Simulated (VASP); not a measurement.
# Driving VASP from ASE on LaAsRuO, part 3 of 3

Do ASE scripts that read LaAsRuO from different structure formats give one answer, and do several routes find one equilibrium volume? All runs use PBE. Left out of this account: 1 further run (fields: a reference on another mesh). The start is a computed cell from the Materials Project.

VASP 6.6.1; PBE, no spin polarisation; plane waves and PAW (La, As, Ru_pv, O).

Still holding for the runs below: This run has no spin polarisation, although Ru can carry a moment.

So far. Step 3 (Total energy, forces and stress (PBE, through ASE), try …): The energy lies -2.28 meV an atom from the first script, on another mesh. Step 4 (Relaxing cell and atoms (PBE, through ASE)): It ends with a largest force of 0.007 eV/Å and a pressure of -0.02 GPa.

## Step 5: Energy against volume, from ASE (PBE)

An ASE loop scales the volume and fits the energies, which gives the bulk modulus from energies alone.

File run.py:

```python
import numpy as np
from ase.calculators.vasp import Vasp
from ase.io import read
from ase.eos import EquationOfState
from ase.units import GPa

atoms = read('structure.vasp')

calc = Vasp(
    xc='pbe',
    pp='PBE',
    prec='Accurate',
    encut=520,
    ediff=1e-06,
    nelm=100,
    ismear=-1,
    sigma=0.05,
    lreal=False,
    algo='Normal',
    nbands=44,
    lasph=True,
    lorbit=11,
    lwave=False,
    lcharg=False,
    kpar=8,
    isif=2,
    pp_version='64',
    setups={'La': '', 'As': '', 'Ru': '_pv', 'O': ''},
    kpts=(7, 7, 4),
    gamma=True,
    txt='vasp.out',
)
atoms.calc = calc

cell, volumes, energies = atoms.get_cell(), [], []
for x in [0.94, 0.96, 0.98, 1.0, 1.02, 1.04, 1.06]:
    atoms.set_cell(cell * x ** (1 / 3), scale_atoms=True)
    volumes.append(atoms.get_volume())
    energies.append(atoms.get_potential_energy())
    print(f"{x:.2f}  V = {volumes[-1]:.4f} A^3  E = {energies[-1]:.6f} eV")
v0, e0, b0 = EquationOfState(volumes, energies, eos="birchmurnaghan").fit()
print(f"V0 = {v0:.4f} A^3  E0 = {e0:.6f} eV  B0 = {b0 / GPa:.2f} GPa")
```

File structure.vasp:

```
LaAsRuO
1.0
    4.1875720000      0.0000000000      0.0000000000
    0.0000000000      4.1875720000      0.0000000000
    0.0000000000      0.0000000000      9.1158540000
La As Ru O
2 2 2 2
Direct
    0.0000000000      0.5000000000      0.7898370000
    0.5000000000      0.0000000000      0.2101630000
    0.0000000000      0.5000000000      0.4451850000
    0.5000000000      0.0000000000      0.5548150000
    0.0000000000      0.0000000000      0.0000000000
    0.5000000000      0.5000000000      0.0000000000
    0.0000000000      0.0000000000      0.5000000000
    0.5000000000      0.5000000000      0.5000000000
```

Potentials, in the order of the species: La, As, Ru_pv and O (PBE family, release 64).

Started as:

```
export ASE_VASP_COMMAND="mpirun -np 8 vasp_std"
python run.py
```

What it wrote:

```text
0.94  V = 150.2622 A^3  E = -48.611719 eV
0.96  V = 153.4593 A^3  E = -48.713742 eV
0.98  V = 156.6564 A^3  E = -48.773914 eV
1.00  V = 159.8534 A^3  E = -48.796094 eV
1.02  V = 163.0505 A^3  E = -48.783893 eV
1.04  V = 166.2476 A^3  E = -48.740496 eV
1.06  V = 169.4446 A^3  E = -48.669104 eV
V0 = 160.2670 A^3  E0 = -48.796349 eV  B0 = 85.13 GPa
```

The job ended after 3.1 min (8 MPI ranks of Intel Xeon 6975P-C (Granite Rapids), shared host; peak memory 3.4 GiB; 24 min of CPU time).

ASE turned this into the INCAR:

```
ENCUT = 520.000000
SIGMA = 0.050000
EDIFF = 1.00e-06
ALGO = Normal
GGA = PE
PREC = Accurate
ISIF = 2
ISMEAR = -1
KPAR = 8
LORBIT = 11
NBANDS = 44
NELM = 100
LASPH = .TRUE.
LCHARG = .FALSE.
LWAVE = .FALSE.
LREAL = .FALSE.
```

The KPOINTS that ASE wrote:

```
KPOINTS created by Atomic Simulation Environment
0
Gamma
7 7 4
0 0 0
```

VASP's own log, vasp.out (the last of its runs):

```text
[banner, memory and clock lines left out]
running    8 mpi-ranks, on    1 nodes
 distrk:  each k-point on    1 cores,    8 groups
 distr:  one band on    1 cores,    1 groups

 POSCAR found type information on POSCAR LaAsRuO
 POSCAR found :  4 types and       8 ions
 [... a notice as in an earlier step ...]

 LDA part: xc-table for (Slater+PW92), standard interpolation
 POSCAR, INCAR and KPOINTS ok, starting setup
 FFT: planning ... GRIDC
 FFT: planning ... GRID_SOFT
 FFT: planning ... GRID
 WAVECAR not read
 WARNING: random wavefunctions but no delay for mixing, default for NELMDL
 entering main loop
       N       E                     dE             d eps       ncg     rms          rms(c)
DAV:   1     0.101266033260E+04    0.10127E+04   -0.30466E+04  2720   0.224E+03
DAV:   2     0.154259228418E+03   -0.85840E+03   -0.83409E+03  3076   0.493E+02
DAV:   3    -0.120378187069E+02   -0.16630E+03   -0.16126E+03  3856   0.237E+02
DAV:   4    -0.479216646465E+02   -0.35884E+02   -0.34174E+02  4880   0.751E+01
DAV:   5    -0.528761520096E+02   -0.49545E+01   -0.47641E+01  4920   0.282E+01    0.124E+01
DAV:   6    -0.509425562852E+02    0.19336E+01   -0.88914E+01  4064   0.205E+01    0.127E+01
DAV:   7    -0.495925124160E+02    0.13500E+01   -0.36325E+01  4440   0.264E+01    0.789E+00
DAV:   8    -0.487605472850E+02    0.83197E+00   -0.75033E+00  4752   0.115E+01    0.317E+00
DAV:   9    -0.487202334216E+02    0.40314E-01   -0.97435E-01  4600   0.435E+00    0.145E+00
DAV:  10    -0.487117717409E+02    0.84617E-02   -0.15522E-01  4872   0.234E+00    0.674E-01
DAV:  11    -0.487031755419E+02    0.85962E-02   -0.56606E-02  4672   0.798E-01    0.250E-01
DAV:  12    -0.487045090552E+02   -0.13335E-02   -0.86505E-03  4648   0.449E-01    0.164E-01
DAV:  13    -0.487043447464E+02    0.16431E-03   -0.35754E-03  4656   0.286E-01    0.762E-02
DAV:  14    -0.487042873011E+02    0.57445E-04   -0.70913E-04  4696   0.112E-01    0.195E-02
DAV:  15    -0.487042847284E+02    0.25727E-05   -0.72191E-05  4592   0.429E-02    0.633E-03
DAV:  16    -0.487042849614E+02   -0.23300E-06   -0.62200E-06  3448   0.160E-02
   1 F= -.48704285E+02 E0= -.48669104E+02  d E =-.703611E-01
```

Parts of OUTCAR (step 5):

```text
   ENCUT  =  520.0 eV  38.22 Ry    6.18 a.u.   7.94  7.94 17.28*2*pi/ulx,y,z

   NELECT =      72.0000    total number of electrons

 E-fermi :   6.6615

 k-point     1 :       0.0000    0.0000    0.0000
  band No.  band energies     occupation
    ...
     31       5.0415      2.00000
     32       5.9621      2.00000
     33       6.2212      1.99970
     34       6.4255      1.98234
     35       6.4255      1.98234
     36       7.0746      0.00052
     37       8.0240      0.00000
     38       8.1228      0.00000
     39       8.4559      0.00000
     40       8.8811      0.00000
    ...

  Total       -4.9717828     -4.9717828     -3.5189032      0.0000000      0.0000000     -0.0000000
  in kB      -47.0105067    -47.0105067    -33.2728581      0.0000000      0.0000000     -0.0000000
  external PRESSURE =     -42.4312905 kB  Pullay stress =       0.0000000 kB

 POSITION                                       TOTAL-FORCE (eV/Angst)
 -----------------------------------------------------------------------------------
      0.00000      2.13485      7.34125         0.000000      0.000000      0.134770
      2.13485      0.00000      1.95339        -0.000000     -0.000000     -0.134770
      0.00000      2.13485      4.13784        -0.000000     -0.000000      0.211493
      2.13485      0.00000      5.15681         0.000000      0.000000     -0.211493
      0.00000      0.00000      0.00000         0.000000      0.000000      0.000000
      2.13485      2.13485      0.00000        -0.000000     -0.000000      0.000000
      0.00000      0.00000      4.64732         0.000000      0.000000      0.000000
      2.13485      2.13485      4.64732         0.000000     -0.000000      0.000000
 -----------------------------------------------------------------------------------
    total drift:                                0.000000     -0.000000     -0.000000

  FREE ENERGIE OF THE ION-ELECTRON SYSTEM (eV)
  ---------------------------------------------------
  free  energy   TOTEN  =       -48.7042849614 eV

  energy  without entropy=      -48.6339238426  energy(sigma->0) =      -48.66910440

[... 5 parts as in an earlier step ...]

[... 11 further parts left out ...]
```

Numbers from this step:

- bulk modulus: 85.13 GPa
- equilibrium volume of the fit: 20.03 Å³/atom

The fitted volume lies +0.72 % from the relaxed one.

## Step 6: Relaxation driven by ASE (PBE)

Here ASE drives the relaxation and calls VASP for forces and stress at each step.

File run.py:

```python
import numpy as np
from ase.calculators.vasp import Vasp
from ase import Atoms
from ase.optimize import BFGS
from ase.filters import FrechetCellFilter

atoms = Atoms(['La', 'La', 'As', 'As', 'Ru', 'Ru', 'O', 'O'],
              cell=[[4.187572, 0.0, 0.0], [0.0, 4.187572, 0.0], [0.0, 0.0, 9.115854]],
              scaled_positions=[[0.0, 0.5, 0.789837], [0.5, 0.0, 0.210163], [0.0, 0.5, 0.445185], [0.5, 0.0, 0.554815], [0.0, 0.0, 0.0], [0.5, 0.5, 0.0], [0.0, 0.0, 0.5], [0.5, 0.5, 0.5]],
              pbc=True)

calc = Vasp(
    xc='pbe',
    pp='PBE',
    prec='Accurate',
    encut=520,
    ediff=1e-06,
    nelm=100,
    ismear=-1,
    sigma=0.05,
    lreal=False,
    algo='Normal',
    nbands=44,
    lasph=True,
    lorbit=11,
    lwave=False,
    lcharg=False,
    kpar=8,
    isif=2,
    pp_version='64',
    setups={'La': '', 'As': '', 'Ru': '_pv', 'O': ''},
    kpts=(7, 7, 4),
    gamma=True,
    txt='vasp.out',
)
atoms.calc = calc

BFGS(FrechetCellFilter(atoms)).run(fmax=0.02, steps=30)
print("cell (A, degrees):", np.round(atoms.cell.cellpar(), 4))
print("volume (A^3):", round(atoms.get_volume(), 4))
print("energy (eV):", round(atoms.get_potential_energy(), 6))
print("Fermi level (eV):", round(calc.get_fermi_level(), 4))
print("forces (eV/A):")
print(np.round(atoms.get_forces(), 4))
print("stress (GPa, Voigt, tension positive):", np.round(atoms.get_stress() * 160.21766, 3))
```

What it wrote:

```text
Step     Time          Energy          fmax
BFGS:    0 --:--:--      -48.828464        0.142151
BFGS:    1 --:--:--      -48.829058        0.131571
BFGS:    2 --:--:--      -48.832639        0.038202
BFGS:    3 --:--:--      -48.832739        0.041080
BFGS:    4 --:--:--      -48.832852        0.046171
BFGS:    5 --:--:--      -48.833049        0.042281
BFGS:    6 --:--:--      -48.833207        0.034409
BFGS:    7 --:--:--      -48.833347        0.013963
cell (A, degrees): [ 4.1828  4.1828  9.0908 90.     90.     90.    ]
volume (A^3): 159.0542
energy (eV): -48.799524
Fermi level (eV): 7.3737
forces (eV/A):
[[-0.      0.     -0.0124]
 [-0.      0.      0.0124]
 [ 0.      0.      0.0098]
 [ 0.     -0.     -0.0098]
 [-0.      0.      0.    ]
 [ 0.     -0.      0.    ]
 [ 0.     -0.      0.    ]
 [ 0.      0.      0.    ]]
stress (GPa, Voigt, tension positive): [-0.051 -0.051  0.113  0.    -0.    -0.   ]
```

It took 3.6 min on 8 MPI ranks; peak memory 3.4 GiB.

ASE turned this into the INCAR:

```
ENCUT = 520.000000
SIGMA = 0.050000
EDIFF = 1.00e-06
ALGO = Normal
GGA = PE
PREC = Accurate
ISIF = 2
ISMEAR = -1
KPAR = 8
LORBIT = 11
NBANDS = 44
NELM = 100
LASPH = .TRUE.
LCHARG = .FALSE.
LWAVE = .FALSE.
LREAL = .FALSE.
```

ASE turned this into the KPOINTS:

```
KPOINTS created by Atomic Simulation Environment
0
Gamma
7 7 4
0 0 0
```

VASP's own log, vasp.out (the last of its runs):

```text
[... set-up lines as in an earlier step ...]
 entering main loop
       N       E                     dE             d eps       ncg     rms          rms(c)
DAV:   1     0.985389338669E+03    0.98539E+03   -0.30884E+04  2840   0.229E+03
DAV:   2     0.150050057558E+03   -0.83534E+03   -0.80904E+03  3072   0.495E+02
DAV:   3    -0.116290410307E+02   -0.16168E+03   -0.15644E+03  3904   0.230E+02
DAV:   4    -0.485856928371E+02   -0.36957E+02   -0.35304E+02  4868   0.755E+01
DAV:   5    -0.533145554419E+02   -0.47289E+01   -0.45907E+01  4920   0.281E+01    0.132E+01
DAV:   6    -0.511995109145E+02    0.21150E+01   -0.89917E+01  4096   0.212E+01    0.136E+01
DAV:   7    -0.496865755399E+02    0.15129E+01   -0.38133E+01  4376   0.269E+01    0.763E+00
DAV:   8    -0.488723624360E+02    0.81421E+00   -0.66163E+00  4840   0.119E+01    0.321E+00
DAV:   9    -0.488571844225E+02    0.15178E-01   -0.99674E-01  4688   0.448E+00    0.133E+00
DAV:  10    -0.488360968503E+02    0.21088E-01   -0.15189E-01  4768   0.231E+00    0.549E-01
DAV:  11    -0.488321601519E+02    0.39367E-02   -0.33466E-02  4488   0.793E-01    0.253E-01
DAV:  12    -0.488333494496E+02   -0.11893E-02   -0.43668E-03  4672   0.376E-01    0.111E-01
DAV:  13    -0.488333408034E+02    0.86462E-05   -0.10605E-03  5016   0.182E-01    0.473E-02
DAV:  14    -0.488333590762E+02   -0.18273E-04   -0.36044E-04  4568   0.887E-02    0.224E-02
DAV:  15    -0.488333470702E+02    0.12006E-04   -0.69120E-05  4696   0.337E-02    0.699E-03
DAV:  16    -0.488333468870E+02    0.18321E-06   -0.10512E-05  3824   0.181E-02    0.351E-03
DAV:  17    -0.488333468878E+02   -0.81673E-09   -0.15064E-06  1808   0.962E-03
   1 F= -.48833347E+02 E0= -.48799524E+02  d E =-.676456E-01
```

Parts of OUTCAR (step 6):

```text
   ENCUT  =  520.0 eV  38.22 Ry    6.18 a.u.   7.78  7.78 16.90*2*pi/ulx,y,z

   NELECT =      72.0000    total number of electrons

 E-fermi :   7.3737

 k-point     1 :       0.0000    0.0000    0.0000
  band No.  band energies     occupation
    ...
     31       5.6066      2.00000
     32       6.5307      2.00000
     33       6.9006      1.99984
     34       7.0879      1.99344
     35       7.0879      1.99344
     36       7.7918      0.00047
     37       8.7626      0.00000
     38       9.0217      0.00000
     39       9.3440      0.00000
     40       9.4628      0.00000
    ...

  Total        0.0504127      0.0504127     -0.1117043      0.0000000      0.0000000      0.0000000
  in kB        0.5078145      0.5078145     -1.1252149      0.0000000      0.0000000      0.0000000
  external PRESSURE =      -0.0365286 kB  Pullay stress =       0.0000000 kB

 POSITION                                       TOTAL-FORCE (eV/Angst)
 -----------------------------------------------------------------------------------
      0.00000      2.09142      7.17959        -0.000000      0.000000     -0.012444
      2.09142     -0.00000      1.91120        -0.000000      0.000000      0.012444
      0.00000      2.09142      4.00464         0.000000      0.000000      0.009807
      2.09142     -0.00000      5.08615         0.000000     -0.000000     -0.009807
      0.00000      0.00000      0.00000        -0.000000      0.000000      0.000000
      2.09142      2.09142      0.00000         0.000000     -0.000000      0.000000
      0.00000      0.00000      4.54540         0.000000     -0.000000      0.000000
      2.09142      2.09142      4.54540         0.000000      0.000000      0.000000
 -----------------------------------------------------------------------------------
    total drift:                                0.000000     -0.000000     -0.000000

  FREE ENERGIE OF THE ION-ELECTRON SYSTEM (eV)
  ---------------------------------------------------
  free  energy   TOTEN  =       -48.8333468878 eV

  energy  without entropy=      -48.7657013129  energy(sigma->0) =      -48.79952410

[... 5 parts as in an earlier step ...]

[... 11 further parts left out ...]
```

Numbers from this step:

```
optimizer steps   : 7
volume after bfgs : 19.88 Å³/atom
```

## Step 7: Side by side

```
                                                run  atoms   mesh  energy (eV/atom)  pressure (GPa)
                  ASE, structure read from a POSCAR      8  7×7×4          -6.09951           0.184
ASE, structure read from a CIF with its space group      8  6×6×3          -6.10179           0.046
```

## Step 8: Total energy, forces and stress (PBE, through ASE), changed input

A single point gives energy, forces and stress at these settings. Some settings are moved from the usual, to see what they do.

Edit run.py of step 6 so:

```diff
@@ -3,4 +3,3 @@
 from ase import Atoms
-from ase.optimize import BFGS
-from ase.filters import FrechetCellFilter
+from ase.dft.bandgap import bandgap
 
@@ -15,3 +14,3 @@
     prec='Accurate',
-    encut=520,
+    encut=200,
     ediff=1e-06,
@@ -37,5 +36,2 @@
 
-BFGS(FrechetCellFilter(atoms)).run(fmax=0.02, steps=30)
-print("cell (A, degrees):", np.round(atoms.cell.cellpar(), 4))
-print("volume (A^3):", round(atoms.get_volume(), 4))
 print("energy (eV):", round(atoms.get_potential_energy(), 6))
@@ -45 +41,3 @@
 print("stress (GPa, Voigt, tension positive):", np.round(atoms.get_stress() * 160.21766, 3))
+gap, p1, p2 = bandgap(calc, direct=False)
+print("gap on the mesh (eV):", round(gap, 4))
```

What it wrote:

```text
energy (eV): -49.001442
Fermi level (eV): 7.3195
forces (eV/A):
[[ 0.      0.     -0.1161]
 [-0.      0.      0.1161]
 [ 0.      0.     -0.2542]
 [-0.     -0.      0.2542]
 [-0.      0.      0.    ]
 [-0.     -0.      0.    ]
 [-0.     -0.      0.    ]
 [-0.      0.      0.    ]]
stress (GPa, Voigt, tension positive): [54.223 54.223 58.232 -0.    -0.    -0.   ]
gap on the mesh (eV): 0.0
```

The job ended after 8 s (8 MPI ranks; peak memory 1.5 GiB).

ASE turned this into the INCAR:

```
ENCUT = 200.000000
SIGMA = 0.050000
EDIFF = 1.00e-06
ALGO = Normal
GGA = PE
PREC = Accurate
ISIF = 2
ISMEAR = -1
KPAR = 8
LORBIT = 11
NBANDS = 44
NELM = 100
LASPH = .TRUE.
LCHARG = .FALSE.
LWAVE = .FALSE.
LREAL = .FALSE.
```

The KPOINTS that ASE wrote:

```
KPOINTS created by Atomic Simulation Environment
0
Gamma
7 7 4
0 0 0
```

VASP's own log, vasp.out:

```text
[... set-up lines as in an earlier step ...]
 entering main loop
       N       E                     dE             d eps       ncg     rms          rms(c)
DAV:   1     0.576025199803E+03    0.57603E+03   -0.19793E+04  3104   0.901E+02
DAV:   2     0.633354831094E+02   -0.51269E+03   -0.49214E+03  3088   0.311E+02
DAV:   3    -0.406624821511E+02   -0.10400E+03   -0.10036E+03  4200   0.115E+02
DAV:   4    -0.530686858207E+02   -0.12406E+02   -0.11723E+02  4224   0.393E+01
DAV:   5    -0.538855649079E+02   -0.81688E+00   -0.80070E+00  5016   0.106E+01    0.163E+01
DAV:   6    -0.529260929446E+02    0.95947E+00   -0.10334E+02  4040   0.199E+01    0.161E+01
DAV:   7    -0.498261180478E+02    0.31000E+01   -0.43953E+01  4088   0.220E+01    0.815E+00
DAV:   8    -0.490724440617E+02    0.75367E+00   -0.79462E+00  4368   0.101E+01    0.439E+00
DAV:   9    -0.490686192736E+02    0.38248E-02   -0.84218E-01  4288   0.381E+00    0.122E+00
DAV:  10    -0.490336433012E+02    0.34976E-01   -0.21609E-01  4200   0.189E+00    0.427E-01
DAV:  11    -0.490368704175E+02   -0.32271E-02   -0.32176E-02  4776   0.730E-01    0.316E-01
DAV:  12    -0.490356176276E+02    0.12528E-02   -0.12150E-02  4040   0.477E-01    0.510E-02
DAV:  13    -0.490356718154E+02   -0.54188E-04   -0.71744E-04  4344   0.142E-01    0.275E-02
DAV:  14    -0.490356738217E+02   -0.20063E-05   -0.73309E-05  4432   0.367E-02    0.141E-02
DAV:  15    -0.490356752379E+02   -0.14162E-05   -0.27432E-05  3312   0.208E-02    0.832E-03
DAV:  16    -0.490356743011E+02    0.93681E-06   -0.52675E-06  2560   0.115E-02
   1 F= -.49035674E+02 E0= -.49001442E+02  d E =-.684651E-01
```

From OUTCAR (step 8):

```text
   ENCUT  =  200.0 eV  14.70 Ry    3.83 a.u.   4.83  4.83 10.51*2*pi/ulx,y,z

   NELECT =      72.0000    total number of electrons

 E-fermi :   7.3195

 k-point     1 :       0.0000    0.0000    0.0000
  band No.  band energies     occupation
    ...
     31       5.5703      2.00000
     32       6.6279      2.00000
     33       6.8492      1.99984
     34       7.0596      1.98902
     35       7.0596      1.98902
     36       7.7481      0.00038
     37       8.7208      0.00000
     38       8.9509      0.00000
     39       9.2679      0.00000
     40       9.5930      0.00000
    ...

  Total      -54.1001875    -54.1001875    -58.0999769      0.0000000      0.0000000      0.0000000
  in kB     -542.2348383   -542.2348383   -582.3238893      0.0000000      0.0000000      0.0000000
  external PRESSURE =    -555.5978553 kB  Pullay stress =       0.0000000 kB

 POSITION                                       TOTAL-FORCE (eV/Angst)
 -----------------------------------------------------------------------------------
      0.00000      2.09379      7.20004         0.000000      0.000000     -0.116052
      2.09379      0.00000      1.91582        -0.000000      0.000000      0.116052
      0.00000      2.09379      4.05824         0.000000      0.000000     -0.254196
      2.09379      0.00000      5.05761        -0.000000     -0.000000      0.254196
      0.00000      0.00000      0.00000        -0.000000      0.000000      0.000000
      2.09379      2.09379      0.00000        -0.000000     -0.000000      0.000000
      0.00000      0.00000      4.55793        -0.000000     -0.000000      0.000000
      2.09379      2.09379      4.55793        -0.000000      0.000000      0.000000
 -----------------------------------------------------------------------------------
    total drift:                                0.000000      0.000000     -0.000000

  FREE ENERGIE OF THE ION-ELECTRON SYSTEM (eV)
  ---------------------------------------------------
  free  energy   TOTEN  =       -49.0356743011 eV

  energy  without entropy=      -48.9672092204  energy(sigma->0) =      -49.00144176

[... 6 parts as in an earlier step ...]

[... 10 further parts left out ...]
```

The run converged; its settings lie outside those of the reference runs, so its numbers are set aside.

Against the sound run on this cell (total energy, forces and stress (PBE, through ASE)) the energy at zero smearing moves by -25.7 meV an atom and the pressure by -55.74 GPa.

Settings moved from the usual: ENCUT = 200.

The cutoff falls from 520 to 200 eV, which shrinks the basis; the stress suffers most (Pulay stress), and PAW energies need not rise evenly as the basis shrinks.

## Step 9: What came out

```
energy, ASE, structure read from a POSCAR                   : -6.09951 eV/atom
energy, ASE, structure read from a CIF with its space group : -6.10179 eV/atom
volume from VASP's own relaxation                           : 19.89 Å³/atom
volume from the fit of the ASE volume loop                  : 20.03 Å³/atom
volume from BFGS in ASE                                     : 19.88 Å³/atom
```

**Reading.** With the structure read from a CIF with its space group, ASE's run differs from the first script by -2.3 meV an atom, which comes from its other mesh. The routes to the equilibrium volume agree within 0.76 %. VASP's relaxation keeps the plane waves of its start, while ASE starts VASP afresh at each cell, and a loop at fixed shape can't relax anything but the volume. Magnetism was not tested.

[Lines on the potential files, build, host, timing and source positions are cut from VASP's logs without a mark.]

[Logs are printed without paths, hosts, clocks, repeated set-up lines and the standing remarks that a program may print on its own settings, such as how far it seeks lower states.]

[Hosts, paths, dates, database ids (printed as entryN), source tags and the programs' standing remarks are cut or masked in the printed files.]

[A measured line is paired with the nearest computed mode of its activity, which favours agreement.]
